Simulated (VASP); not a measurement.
Here is the system:

```
HgS
1.0
    0.00000     2.97419     2.97419
    2.97419     0.00000     2.97419
    2.97419     2.97419     0.00000
Hg S
1 1
Direct
  0.00000   0.00000   0.00000
  0.25000   0.25000   0.25000
```

All values below come from optB86b-vdW, VASP's PBE PAW potentials (set 64) (plane waves; VASP 6.6.1). Run with 520 eV cut-off, 10×10×10 Γ-centred mesh, first-order Methfessel-Paxton smearing of 0.10 eV, potentials Hg S.

Unless said otherwise, spin-orbit coupling is left out, though it shifts the bands of the heavy elements here.

Predict the energy per atom (σ→0), band gap (on the k-mesh) with the smallest direct gap where there is one.

| Item | Result |
|---|---|
| band gap (on the k-mesh) | none (metal, semimetal or under 0.01 eV) |
| energy per atom (σ→0) | -20.6 kJ/mol of atoms |

Only differences to runs with the same potentials and settings are physical.

The compound is HgS in the zinc blende structure, metacinnabar; cinnabar is the stable form. It was relaxed first, which changed the volume by +5 %. The start is the result of an earlier pass.
